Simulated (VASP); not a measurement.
Given:

```
ReS
1.0
    3.84819     0.00000     0.00000
   -1.92409     3.33263     0.00000
    0.00000     0.00000     5.36343
Re S
2 2
Direct
  0.00000   0.00000   0.00000
  0.00000   0.00000   0.50000
  0.33333   0.66667   0.25000
  0.66667   0.33333   0.75000
```

All values below come from PBE GGA, VASP's PBE PAW potentials (set 64) (plane waves; VASP). Numerical set-up: 300 eV cut-off, 7×7×4 Γ-centred mesh, Fermi-Dirac smearing of 0.10 eV, potentials Re S.

At this cut-off the stress carries a Pulay error, which pulls relaxed volumes low. Energy and stress use the plane-wave basis of the starting cell.

Task: The ions, cell shape and volume are relaxed. Predict the relaxed structure.

Result: 
```
ReS
1.0
    3.68226     0.00000     0.00000
   -1.84113     3.18893     0.00000
    0.00000     0.00000     5.19006
Re S
2 2
Cartesian
  0.00000   0.00000   0.00000
  0.00000   0.00000   2.59503
  0.00000   2.12596   1.29751
  1.84113   1.06298   3.89254
```
Space group P6_3/mmc (194), at a tolerance of 0.03 Å.

Task: How do energy and volume change from the first to the last step?

Result: The energy (σ→0) changes by -132.5 meV/atom and the volume by -11.4 %, in 10 ionic steps.

The structure was generated: ReS was put into an ordered model structure, which need not be its known phase. This run relaxes it. Symmetry was kept, so distortions that lower it aren't found. The k-mesh is coarse (spacing up to 0.30 per Å, 2π included), so the numbers may not be converged in it. The run is one of a series of settings (EDIFFG = -0.01, IBRION = 2, ISIF = 3, NSW = 50 against the base run), some of them coarse on purpose.
